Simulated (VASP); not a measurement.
Crystal: Mg2CdO3.

```
Mg Cd O
1.0
     2.87441   -4.78207    0.00000
     2.87441    4.78207    0.00000
    -2.21850    0.00000    5.30351
Mg Cd O
4 2 6
Direct
  0.58000 0.42000 0.75000
  0.42000 0.58000 0.25000
  0.74500 0.25500 0.25000
  0.25500 0.74500 0.75000
  0.91170 0.08830 0.75000
  0.08830 0.91170 0.25000
  0.15300 0.30700 0.51000
  0.69300 0.84700 0.99000
  0.84700 0.69300 0.49000
  0.30700 0.15300 0.01000
  0.50000 0.00000 0.50000
  0.00000 0.50000 0.00000
```

The cell was built by a generator and needn't be a form met in nature.

* Program: VASP 6.6.1
* Task: relaxation of cell and atoms
* Functional: PBE
* Potentials or basis: VASP PAW PBE potentials, release 64 (Mg, Cd, O)
* Cutoff: 520 eV
* k mesh: 3 × 3 × 3
* Occupations: gaussian, width 0.15 eV
* Spin: no spin polarisation

At the start: pressure -3.9 GPa; volume 12.15 Å³/atom.

Task: Where does the relaxation end?

Result: Over 10 steps the energy falls by 213.8 meV/atom and the volume is 11.07 Å³/atom (-8.9 %); space group C2/c (No. 15, to 0.05 Å).

Step by step:
| step | energy change (eV) | largest force (eV/Å) | pressure (GPa) | volume (Å³) |
| --- | --- | --- | --- | --- |
| 1 | 0.0000 | 3.0267 | -3.88 | 145.80 |
| 2 | -1.4994 | 1.6917 | -2.48 | 139.67 |
| 3 | -1.9798 | 1.2743 | 3.13 | 131.86 |
| 4 | -2.0395 | 1.1527 | 1.22 | 133.88 |
| 5 | -2.4324 | 0.5729 | -1.37 | 134.25 |
| 6 | -2.4760 | 0.4576 | -2.03 | 134.38 |
| 7 | -2.5354 | 0.2546 | 1.56 | 130.89 |
| 8 | -2.5364 | 0.2720 | 1.39 | 131.21 |
| 9 | -2.5644 | 0.0910 | 0.01 | 132.55 |
| 10 | -2.5655 | 0.0744 | -0.08 | 132.82 |

Final structure:
```
Mg Cd O
1.0
     2.74421   -4.73497    0.08202
     2.74421    4.73497    0.08202
    -1.96245    0.00000    5.05221
Mg Cd O
4 2 6
Cartesian
  1.2724 -0.8052 3.8712
  2.2536 0.8052 1.3451
  2.2536 -2.3664 1.3451
  1.2724 2.3664 3.8712
  1.2724 -3.9856 3.8712
  2.2536 3.9856 1.3451
  0.5618 0.8841 2.5322
  3.9454 0.8841 0.1580
  2.9642 -0.8841 2.6841
  -0.4195 -0.8841 5.0583
  3.1351 2.3675 2.6491
  1.3721 2.3675 0.0410
```

Caveat: the k mesh is coarse (spacing up to 0.45 Å⁻¹), so the values aren't converged.
